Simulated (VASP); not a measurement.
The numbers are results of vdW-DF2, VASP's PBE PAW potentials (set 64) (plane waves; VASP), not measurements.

The input files of a VASP run:

**INCAR**
```
AGGAC  =  0.0
ALGO  =  Normal
EDIFF  =  1E-6
EDIFFG  =  -0.01
ENCUT  =  520
GGA  =  ML
IBRION  =  2
ISIF  =  3
ISMEAR  =  1
LASPH  =  .TRUE.
LCHARG  =  .FALSE.
LMAXMIX  =  4
LREAL  =  .FALSE.
LUSE_VDW  =  .TRUE.
LWAVE  =  .FALSE.
NELM  =  100
NSW  =  60
PREC  =  Accurate
SIGMA  =  0.1
SYSTEM  =  Zr
ZAB_VDW  =  -1.8867
```

**POSCAR**
```
Zr
1.0
  1.6150000000  -2.7972620000   0.0000000000
  1.6150000000   2.7972620000   0.0000000000
  0.0000000000   0.0000000000   5.1500000000
Zr
2
Cart
  1.6150000000   0.9324225315   1.2875000000
  1.6150000000  -0.9324225315   3.8625000000
```

File KPOINTS:
```
Automatic
0
G
  12 12 7
0 0 0
```

POTCAR, in this order: Zr_sv (PBE.64 set). Program: vasp_std.

Question: What will the output report for the number of irreducible k-points (NKPTS), largest plane-wave count, number of space-group operations, FFT grid (NGX, NGY, NGZ)?

Answer: 
The number of irreducible k-points (NKPTS) is 76 and the largest plane-wave count is 1278. The number of space-group operations comes out as 24 and the FFT grid (NGX, NGY, NGZ) is 24 × 24 × 40.

The compound is Zr in the hcp structure. This run relaxes it. Symmetry was kept, so distortions that lower it aren't found.
